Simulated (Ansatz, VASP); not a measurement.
## One calculation of Ta3AsAu2O13, two programs

```xyz
19
Lattice="5.4520 0.0000 0.0000 -2.7260 4.7216 0.0000 0.0000 0.0000 9.5790" Properties=species:S:1:pos:R:3 pbc="T T T"
Ta    0.0000    0.0000    1.8591
Ta    0.0000    0.0000    7.7199
Ta    2.7260    1.5739    0.0000
As    0.0000    0.0000    4.7895
Au    0.0000    3.1478    2.6273
Au    0.0000    3.1478    6.9517
O     0.0000    0.0000    0.0000
O    -1.3422    4.5861    3.4870
O    -0.5745    1.2662    3.4870
O     1.9167    3.5909    3.4870
O    -1.3422    4.5861    6.0921
O    -0.5745    1.2662    6.0921
O     1.9167    3.5909    6.0921
O     1.1852    1.5782    8.2230
O     3.4927    0.2373    8.2230
O     3.5002    2.9061    8.2230
O     1.1852    1.5782    1.3560
O     3.4927    0.2373    1.3560
O     3.5002    2.9061    1.3560
```

The cell was built by a generator and needn't be a form met in nature.

Alike in both runs: functional PBE; k mesh 6 × 6 × 3; occupations fermi-dirac, width 0.05 eV; no spin polarisation.

|  | VASP | Ansatz |
| --- | --- | --- |
| version | VASP 6.6.1 | Ansatz 0.2.0 |
| potentials or method | VASP PAW PBE potentials, release 64 (Ta_pv, As, Au, O) | Ansatz PAW |
| plane-wave cutoff (eV) | 520 | 420 |
| valence electrons in the cell | 138 | 170 |
| task | optical spectrum | single point |

```csv
,VASP,Ansatz,Ansatz less VASP
gap on the k mesh at the Fermi level (eV),none,none,-
pressure (GPa),0.4,-0.2,-0.57
largest component of the traceless stress (GPa),0.37,0.02,-0.355
rms of the force components (eV/Å),0.097,0.077,-0.0199
```

Atom by atom the forces differ by 0.030 eV/Å (rms over components). A gap of «none» marks a metal or a gap that the smearing closes. The two sets of potentials don't hold the same shells in valence.

Caveats: spectra need much finer meshes, so this one isn't converged (VASP); independent-particle spectra lack excitons (VASP); the intraband (Drude) part of a metal's response may be missing (VASP); the pressure holds a Pulay correction of +0.7 GPa for the finite cutoff (Ansatz). Spin-orbit coupling is left out, which matters for the levels of Au, Ta.
